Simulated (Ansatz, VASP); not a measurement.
# ZnHgO2 in VASP and in Ansatz

```xyz
4
Lattice="4.0092 0.0000 0.0000 0.0000 4.0092 0.0000 0.0000 0.0000 3.3046" Properties=species:S:1:pos:R:3 pbc="T T T"
Zn    0.0000    0.0000    0.0000
Hg    2.0046    2.0046    1.6523
O     2.0046    0.0000    0.0000
O     0.0000    2.0046    0.0000
```

The cell was built by a generator and needn't be a form met in nature.

Alike in both runs: task relaxation of cell and atoms; functional PBE; k mesh 5 × 5 × 6; occupations fermi-dirac, width 0.05 eV; no spin polarisation.

```csv
,VASP,Ansatz
version,VASP 6.6.1,Ansatz 0.2.0
potentials or method,"VASP PAW PBE potentials, release 64 (Zn, Hg, O)",Ansatz PAW
plane-wave cutoff (eV),900,420
valence electrons in the cell,36,44
```

```csv
,VASP,Ansatz,Ansatz less VASP
"gap on the k mesh at the Fermi level, each at its own relaxed structure (eV)",none,none,-
relaxed volume (Å³/atom),13.39,13.29,-0.097
relaxed cell length with the largest relative difference (Å),4.022,4.010,-0.0125
```

A gap of «none» marks a metal or a gap that the smearing closes. The two sets of potentials don't hold the same shells in valence.

Caveats: the plane-wave basis is chosen anew once the cell has moved, so the energies of steps on either side of that aren't comparable (Ansatz); the pressure holds a Pulay correction of +0.6 GPa for the finite cutoff (Ansatz). The runs have no spin-orbit coupling, so splittings on Hg are missing.
